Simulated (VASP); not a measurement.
# BiSbS4 (P2/m) in VASP: band structure with PBE

Aim: the band structure of BiSbS4 with PBE.

Everything below comes from runs of VASP 6.6.1. Logs are shortened: lines on timing, memory, paths and dates and some standing lists are left out, and cuts for length are marked.

## (1) Starting point

The structure is monoclinic, space group P2/m (No. 10). Conventional cell: a = 6.634 Å, b = 3.813 Å, c = 6.808 Å, α = 90.00°, β = 90.54°, γ = 90.00°. Sb (site symmetry 2/m) has 6 S at 2.51 to 2.62 Å as nearest neighbours. Bi (site symmetry 2/m) is surrounded by 6 S at 2.83 to 2.85 Å. S (site symmetry m) is surrounded by 2 Sb at 2.62 Å and 1 Bi at 2.85 Å. Around S (site symmetry m) lie 1 Sb at 2.51 Å and 2 Bi at 2.83 Å.

The cell was built by a generator and needn't be a form met in nature.

## (2) Band structure, PBE

The input, INCAR:

```
SYSTEM = BiSbS4
  PREC = Accurate
  ENCUT = 520
  EDIFF = 1E-7
  ISMEAR = 0
  SIGMA = 0.1
  LREAL = .False.
  LASPH = .True.
  NELM = 60
  ALGO = Fast
  ISIF = 2
  LWAVE = .False.
  LCHARG = .False.
  GGA = PE
  NBANDS = 31
  KPAR = 4
```

The input, KPOINTS:

```
regular mesh
0
Gamma
  6 8 6
  0 0 0
```

The input, POSCAR:

```
BiSbS4
1.0
    6.6335780000      0.0000000000      0.0000000000
    0.0000000000      3.8130700000      0.0000000000
   -0.0641160000      0.0000000000      6.8074600000
Sb Bi S
1 1 4
Direct
    0.0000000000      0.5000000000      0.0000000000
    0.0000000000      0.0000000000      0.5000000000
    0.7742210000      0.0000000000      0.1420840000
    0.2257790000      0.0000000000      0.8579160000
    0.2303310000      0.5000000000      0.2937250000
    0.7696690000      0.5000000000      0.7062750000
```

The input, KPOINTS_OPT:

```
path GYHCEM1AXH1,MDZ,YD
15
line-mode
reciprocal
 0.0000000000  0.0000000000  0.0000000000  G
 0.0000000000  0.0000000000  0.5000000000  Y

 0.0000000000  0.0000000000  0.5000000000  Y
-0.4954553961  0.0000000000  0.5047887608  H

-0.4954553961  0.0000000000  0.5047887608  H
-0.5000000000  0.0000000000  0.5000000000  C

-0.5000000000  0.0000000000  0.5000000000  C
-0.5000000000  0.5000000000  0.5000000000  E

-0.5000000000  0.5000000000  0.5000000000  E
-0.5045446039  0.5000000000  0.4952112392  M1

-0.5045446039  0.5000000000  0.4952112392  M1
-0.5000000000  0.5000000000  0.0000000000  A

-0.5000000000  0.5000000000  0.0000000000  A
-0.5000000000  0.0000000000  0.0000000000  X

-0.5000000000  0.0000000000  0.0000000000  X
-0.5045446039  0.0000000000  0.4952112392  H1

-0.4954553961  0.5000000000  0.5047887608  M
 0.0000000000  0.5000000000  0.5000000000  D

 0.0000000000  0.5000000000  0.5000000000  D
 0.0000000000  0.5000000000  0.0000000000  Z

 0.0000000000  0.0000000000  0.5000000000  Y
 0.0000000000  0.5000000000  0.5000000000  D
```

Potentials or basis: VASP PAW PBE potentials, release 64 (Sb, Bi_d, S).

Command:

```
cat potpaw_PBE.64/Sb/POTCAR potpaw_PBE.64/Bi_d/POTCAR potpaw_PBE.64/S/POTCAR > POTCAR
mpirun -np 4 vasp_std > vasp.out
```

OUTCAR:

```text
SYSTEM = BiSbS4
   PREC = Accurate
   ENCUT = 520
   EDIFF = 1E-7
   ISMEAR = 0
   LREAL = .False.
   LASPH = .True.
   NELM = 60
   ISIF = 2
   GGA = PE

 ion  position               nearest neighbor table
   1  0.000  0.500  0.000-   5 2.51   6 2.51   3 2.62   4 2.62   3 2.62   4 2.62
   2  0.000  0.000  0.500-   5 2.83   6 2.83   5 2.83   6 2.83   3 2.85   4 2.85
   3  0.774  0.000  0.142-   1 2.62   1 2.62   2 2.85
   4  0.226  0.000  0.858-   1 2.62   1 2.62   2 2.85
   5  0.230  0.500  0.294-   1 2.51   2 2.83   2 2.83
   6  0.770  0.500  0.706-   1 2.51   2 2.83   2 2.83

  LATTYP: Found a simple monoclinic cell.
 ALAT       =     6.6335780000
 B/A-ratio  =     0.5748134717
 C/A-ratio  =     1.0262579156
 COS(beta)  =    -0.0094180732

  Lattice vectors:

 A1 = (   6.6335780000,   0.0000000000,   0.0000000000)
 A2 = (   0.0000000000,   3.8130700000,   0.0000000000)
 A3 = (  -0.0641160000,   0.0000000000,   6.8074600000)

Analysis of symmetry for initial positions (statically):
=====================================================================
 Subroutine PRICEL returns:
 Original cell was already a primitive cell.

 Routine SETGRP: Setting up the symmetry group for a
 simple monoclinic supercell.

 Subroutine GETGRP returns: Found  4 space group operations
 (whereof  4 operations were pure point group operations)
 out of a pool of  4 trial point group operations.

The static configuration has the point symmetry C_2h.

Analysis of symmetry for dynamics (positions and initial velocities):
=====================================================================
 Subroutine PRICEL returns:
 Original cell was already a primitive cell.

 Routine SETGRP: Setting up the symmetry group for a
 simple monoclinic supercell.

 Subroutine GETGRP returns: Found  4 space group operations
 (whereof  4 operations were pure point group operations)
 out of a pool of  4 trial point group operations.

The dynamic configuration has the point symmetry C_2h.

 Subroutine INISYM returns: Found  4 space group operations
 (whereof  4 operations are pure point group operations),
 and found     1 'primitive' translations

----------------------------------------------------------------------------------------

                                     Primitive cell

  volume of cell :     172.1899

  direct lattice vectors                    reciprocal lattice vectors
     6.633578000  0.000000000  0.000000000     0.150748209  0.000000000  0.001419821
     0.000000000  3.813070000  0.000000000     0.000000000  0.262255873  0.000000000
    -0.064116000  0.000000000  6.807460000     0.000000000  0.000000000  0.146897668

  length of vectors
     6.633578000  3.813070000  6.807761931     0.150754895  0.262255873  0.146897668

  position of ions in fractional coordinates (direct lattice)
     0.000000000  0.500000000  0.000000000
     0.000000000  0.000000000  0.500000000
     0.774221000  0.000000000  0.142084000
     0.225779000  0.000000000  0.857916000
     0.230331000  0.500000000  0.293725000
     0.769669000  0.500000000  0.706275000

  ion indices of the primitive-cell ions
   primitive index   ion index
                 1           1
                 2           2
                 3           3
                 4           4
                 5           5
                 6           6

----------------------------------------------------------------------------------------

 KPOINTS: regular mesh

Automatic generation of k-mesh.
 Grid dimensions read from file:
 generate k-points for:    6    8    6

 Generating k-lattice:

  Cartesian coordinates                     Fractional coordinates (reciprocal lattice)
     0.025124701  0.000000000  0.000236637     0.166666667  0.000000000  0.000000000
     0.000000000  0.032781984  0.000000000     0.000000000  0.125000000  0.000000000
     0.000000000  0.000000000  0.024482945     0.000000000  0.000000000  0.166666667

  Length of vectors
     0.025125816  0.032781984  0.024482945

  Shift w.r.t. Gamma in fractional coordinates (k-lattice)
     0.000000000  0.000000000  0.000000000

 Subroutine IBZKPT returns following result:
 ===========================================

 Found    100 irreducible k-points:

 Following reciprocal coordinates:
            Coordinates               Weight
  0.000000  0.000000  0.000000      1.000000
  0.166667  0.000000  0.000000      2.000000
  0.333333  0.000000  0.000000      2.000000
  0.500000  0.000000 -0.000000      1.000000
  0.000000  0.125000  0.000000      2.000000
  0.166667  0.125000  0.000000      4.000000
[... 16 lines left out ...]
  0.333333  0.000000  0.166667      2.000000
  0.500000  0.000000  0.166667      2.000000
 [... further k-points ...]
   k-points           NKPTS =    100   k-points in BZ     NKDIM =    100   number of bands    NBANDS=     31
   number of dos      NEDOS =    301   number of ions     NIONS =      6
   total plane-waves  NPLWV =  75600
   dimension x,y,z NGX =    50 NGY =   28 NGZ =   54
   dimension x,y,z NGXF=   100 NGYF=   56 NGZF=  108
   ions per type =               1   1   4
   NGX,Y,Z   is equivalent  to a cutoff of  12.53, 12.21, 13.19 a.u.
   NGXF,Y,Z  is equivalent  to a cutoff of  25.06, 24.42, 26.37 a.u.
 SYSTEM =  BiSbS4
   PREC   = accura    normal or accurate (medium, high low for compatibility)
   ISTART =      0    job   : 0-new  1-cont  2-samecut
   ICHARG =      2    charge: 1-file 2-atom 10-const
   ISPIN  =      1    spin polarized calculation?
   LNONCOLLINEAR =      F non collinear calculations
   LSORBIT =      F    spin-orbit coupling
   LASPH  =      T    aspherical Exc in radial PAW
   ENCUT  =  520.0 eV  38.22 Ry    6.18 a.u.  12.33  7.09 12.66*2*pi/ulx,y,z
   NELM   =     60;   NELMIN=  2; NELMDL= -5     # of ELM steps
   EDIFF  = 0.1E-06   stopping-criterion for ELM
   LREAL  =      F    real-space projection
   EDIFFG = 0.1E-05   stopping-criterion for IOM
   NSW    =      0    number of steps for IOM
   IBRION =     -1    ionic relax: 0-MD 1-quasi-New 2-CG
   NFREE  =      0    steps in history (QN), initial steepest desc. (CG)
   ISIF   =      2    stress and relaxation
   ISYM   =      2    0-nonsym 1-usesym 2-fastsym
   POTIM  = 0.5000    time-step for ionic-motion
   TEBEG  =    0.0;   TEEND  =   0.0 temperature during run
   PSTRESS=    0.0 pullay stress
   NELECT =      44.0000    total number of electrons
   NUPDOWN=      -1.0000    fix difference up-down
   EMIN   =  10.00;   EMAX   =-10.00  energy-range for DOS
   EFERMI =   0.00;   METHOD = LEGACY
   ISMEAR =     0;   SIGMA  =   0.10  broadening in eV -4-tet -1-fermi 0-gaus
   EFERMI_NEDOS =   21; number of points for ismear=-14 and -15
   IALGO  =     68    algorithm
   IMIX   =      4    mixing-type and parameters
     AMIX     =   0.40;   BMIX     =  1.00
     AMIX_MAG =   1.60;   BMIX_MAG =  1.00
  volume/ion in A,a.u.               =      28.70       193.67
  Fermi-wavevector in a.u.,A,eV,Ry     =   1.038859  1.963158 14.683780  1.079227
  Thomas-Fermi vector in A             =   2.173362
   LORBIT       =      0    0 simple, 1 ext, 2 COOP (PROOUT), +10 PAW based schemes
   GGA     = PE    functional components
   LHFCALC =     F    Hartree Fock is set to
   AEXX    =    0.0000 exact exchange contribution
   IVDW    =     0    specifies the selected vdW correction
   LEPSILON=     F    determine dielectric tensor
   LRPA    =     F    only Hartree local field effects (RPA)
 non-spin polarized calculation
 RMM-DIIS sequential band-by-band and
 Gauss-broadening in eV      SIGMA  =   0.10
  energy-cutoff  :      520.00
  volume of cell :      172.19
 maximum number of plane-waves:      4672
 NGX is ok and might be reduce to    50
   NGX = 25   NGY = 15   NGZ = 25

 number of electron      43.9999998 magnetization

 Free energy of the ion-electron system (eV)
  ---------------------------------------------------
  ext. energy  EPLUGINS =         0.00000000
  ---------------------------------------------------
  free energy    TOTEN  =       -25.22272709 eV

  energy without entropy =      -25.21948889  energy(sigma->0) =      -25.22110799

 E-fermi :   3.4331     XC(G=0):  -8.4743

 val. band max:        3.3745983628   @ k =   0.0000   0.0000   0.5000
 cond. band min:       3.4615005548   @ k =   0.1667   0.0000   0.0000
 fundamental gap:      0.0869021920
 Fermi energy:         3.4330699688

 k-point     1 :       0.0000    0.0000    0.0000
  band No.  band energies     occupation
      1     -19.3092      2.00000
      2     -19.2725      2.00000
      3     -19.2531      2.00000
      4     -19.2381      2.00000
      5     -19.2303      2.00000
      6     -11.0838      2.00000
[... 23 lines left out ...]
     30       8.8729      0.00000
     31      10.2140      0.00000

 k-point     2 :       0.1667    0.0000    0.0000
  band No.  band energies     occupation
      1     -19.3092      2.00000
      2     -19.2725      2.00000
      3     -19.2531      2.00000
      4     -19.2381      2.00000
      5     -19.2303      2.00000
      6     -11.0759      2.00000
[... 23 lines left out ...]
     30       8.7635      0.00000
     31      10.3390      0.00000

 k-point     3 :       0.3333    0.0000    0.0000
  band No.  band energies     occupation
      1     -19.3092      2.00000
      2     -19.2725      2.00000
      3     -19.2531      2.00000
      4     -19.2381      2.00000
      5     -19.2303      2.00000
      6     -11.0597      2.00000
[... 23 lines left out ...]
     30       8.7883      0.00000
     31      10.6514      0.00000

 k-point     4 :       0.5000    0.0000   -0.0000
  band No.  band energies     occupation
      1     -19.3092      2.00000
      2     -19.2725      2.00000
      3     -19.2531      2.00000
      4     -19.2381      2.00000
      5     -19.2303      2.00000
      6     -11.0514      2.00000
[... 23 lines left out ...]
     30       8.7922      0.00000
     31      10.7163      0.00000

 k-point     5 :       0.0000    0.1250    0.0000
  band No.  band energies     occupation
      1     -19.3009      2.00000
      2     -19.2752      2.00000
      3     -19.2527      2.00000
      4     -19.2363      2.00000
      5     -19.2356      2.00000
      6     -10.9563      2.00000
[... 23 lines left out ...]
     30       8.8821      0.00000
     31      10.6623      0.00000
[... 542 lines left out ...]
     30       8.8646      0.00000
     31      10.4775      0.00000

 k-point    22 :       0.1667    0.0000    0.1667
  band No.  band energies     occupation
      1     -19.3092      2.00000
      2     -19.2725      2.00000
      3     -19.2531      2.00000
      4     -19.2381      2.00000
      5     -19.2303      2.00000
      6     -11.0140      2.00000
[... 23 lines left out ...]
     30       8.8413      0.00000
     31      10.4609      0.00000

 k-point    23 :       0.3333    0.0000    0.1667
  band No.  band energies     occupation
      1     -19.3092      2.00000
      2     -19.2725      2.00000
      3     -19.2531      2.00000
      4     -19.2381      2.00000
      5     -19.2303      2.00000
      6     -10.9978      2.00000
[... 23 lines left out ...]
     30       8.8887      0.00000
     31      10.2347      0.00000

 k-point    24 :       0.5000    0.0000    0.1667
  band No.  band energies     occupation
      1     -19.3092      2.00000
      2     -19.2725      2.00000
      3     -19.2531      2.00000
      4     -19.2382      2.00000
      5     -19.2303      2.00000
      6     -10.9895      2.00000
[... 23 lines left out ...]
     30       8.8970      0.00000
     31      10.1438      0.00000

 [... further k-points ...]
[... 5 lines left out ...]
  --------------------------------------------------------------------------------------
  -------------------------------------------------------------------------------------
  Total        0.0053414      0.0106510     -0.0043260      0.0000000      0.0000000     -0.0130290
  in kB        0.0496998      0.0991044     -0.0402523      0.0000000      0.0000000     -0.1212312
  external PRESSURE =       0.0361840 kB  Pullay stress =       0.0000000 kB

 VOLUME and BASIS-vectors are now :
 -----------------------------------------------------------------------------
  energy-cutoff  :      520.00
  volume of cell :      172.19
      direct lattice vectors                 reciprocal lattice vectors
     6.633578000  0.000000000  0.000000000     0.150748209  0.000000000  0.001419821
     0.000000000  3.813070000  0.000000000     0.000000000  0.262255873  0.000000000
    -0.064116000  0.000000000  6.807460000     0.000000000  0.000000000  0.146897668

 POSITION                                       TOTAL-FORCE (eV/Angst)
 -----------------------------------------------------------------------------------
      0.00000      1.90654      0.00000         0.000000      0.000000      0.000000
     -0.03206      0.00000      3.40373         0.000000      0.000000      0.000000
      5.12675      0.00000      0.96723        -0.000232      0.000000     -0.002237
      1.44272      0.00000      5.84023         0.000232     -0.000000      0.002237
      1.50909      1.90654      1.99952        -0.003940      0.000000      0.001403
      5.06038      1.90654      4.80794         0.003940      0.000000     -0.001403
 -----------------------------------------------------------------------------------
    total drift:                               -0.000000     -0.000000     -0.000000

  FREE ENERGIE OF THE ION-ELECTRON SYSTEM (eV)
  ---------------------------------------------------
  free  energy   TOTEN  =       -25.2227270942 eV

  energy  without entropy=      -25.2194888861  energy(sigma->0) =      -25.22110799
```

It took 2.1 min on 4 MPI ranks of Intel Xeon 6975P-C (Granite Rapids), shared host; peak memory 0.85 GiB.

What came out:

* Free energy: -25.2227 eV
* Pressure: 0.0 GPa
* Largest force: 0.004 eV/Å
* Band gap along the path: none (metal or under the smearing width)

Forces in eV/Å, atoms in the order of the input:
```
Sb   0.000  0.000  0.000
Bi   0.000  0.000  0.000
S    0.000  0.000 -0.002
S    0.000  0.000  0.002
S   -0.004  0.000  0.001
S    0.004  0.000 -0.001
```

Levels at the corners of the path, in eV from the Fermi level:
| point | band 20 | band 21 | band 22 | band 23 | band 24 | band 25 |
| --- | --- | --- | --- | --- | --- | --- |
| Γ | -1.30 | -0.88 | -0.73 | -0.07 | 1.41 | 2.46 |
| Y | -1.21 | -0.65 | -0.06 | 0.34 | 2.31 | 2.88 |
| Y | -1.21 | -0.65 | -0.06 | 0.34 | 2.31 | 2.88 |
| H | -1.49 | -0.71 | -0.15 | 0.33 | 2.64 | 3.12 |
| H | -1.49 | -0.71 | -0.15 | 0.33 | 2.64 | 3.12 |
| C | -1.49 | -0.71 | -0.15 | 0.33 | 2.64 | 3.12 |
| C | -1.49 | -0.71 | -0.15 | 0.33 | 2.64 | 3.12 |
| E | -1.49 | -1.39 | -1.02 | 0.05 | 2.46 | 2.47 |
| E | -1.49 | -1.39 | -1.02 | 0.05 | 2.46 | 2.47 |
| M1 | -1.49 | -1.39 | -1.02 | 0.05 | 2.46 | 2.47 |
| M1 | -1.49 | -1.39 | -1.02 | 0.05 | 2.46 | 2.47 |
| A | -1.35 | -1.16 | -0.18 | 0.72 | 3.17 | 3.17 |
| A | -1.35 | -1.16 | -0.18 | 0.72 | 3.17 | 3.17 |
| X | -1.23 | -0.88 | -0.76 | 0.37 | 1.35 | 2.57 |
| X | -1.23 | -0.88 | -0.76 | 0.37 | 1.35 | 2.57 |
| H1 | -1.49 | -0.71 | -0.15 | 0.33 | 2.64 | 3.12 |
| M | -1.49 | -1.39 | -1.02 | 0.05 | 2.46 | 2.47 |
| D | -1.43 | -1.30 | -0.99 | 0.29 | 2.29 | 2.29 |
| D | -1.43 | -1.30 | -0.99 | 0.29 | 2.29 | 2.29 |
| Z | -1.34 | -1.29 | -0.31 | 0.60 | 3.28 | 3.47 |
| Y | -1.21 | -0.65 | -0.06 | 0.34 | 2.31 | 2.88 |
| D | -1.43 | -1.30 | -0.99 | 0.29 | 2.29 | 2.29 |

Caveat: spin-orbit coupling is left out, which moves the levels of the heavy elements; this functional lacks dispersion, which binds the layers, so the pressure and a relaxed spacing across them are unreliable.
